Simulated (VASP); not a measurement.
Input:

```
CELL_PARAMETERS angstrom
     -3.05000     3.05000     3.05000
      3.05000    -3.05000     3.05000
      3.05000     3.05000    -3.05000
ATOMIC_POSITIONS crystal
  Cs 0.00000 0.00000 0.00000
```

Computed with AM05 GGA, VASP's PBE PAW potentials (set 64) (plane waves; VASP). Numerical set-up: 520 eV cut-off, 8×8×8 Γ-centred mesh, first-order Methfessel-Paxton smearing of 0.10 eV, potentials Cs_sv.

Energy and stress use the plane-wave basis of the starting cell.

Task: The ions, cell shape and volume are relaxed. What does this cell relax into?

Result: 
```
CELL_PARAMETERS angstrom
     -3.08970     3.08970     3.08970
      3.08970    -3.08970     3.08970
      3.08970     3.08970    -3.08970
ATOMIC_POSITIONS crystal
  Cs 0.00000 0.00000 0.00000
```
Space group Im-3m (229), at a tolerance of 0.03 Å.

Task: How do energy and volume change from the first to the last step?

Result: The energy (σ→0) changes by -0.9 meV/atom and the volume by +4.0 %, in 4 ionic steps.

| step | E(σ→0) (eV) | max force (eV/Å) | pressure (GPa) | volume (Å³) |
|---|---|---|---|---|
| 1 | -0.8139 | 0.000 | 0.07 | 113.49 |
| 2 | -0.8143 | 0.000 | 0.05 | 114.34 |
| 3 | -0.8148 | 0.000 | 0.02 | 116.87 |
| 4 | -0.8148 | 0.000 | -0.01 | 117.98 |

The compound is Cs in the bcc structure. This run relaxes it. Symmetry was kept, so distortions that lower it aren't found.
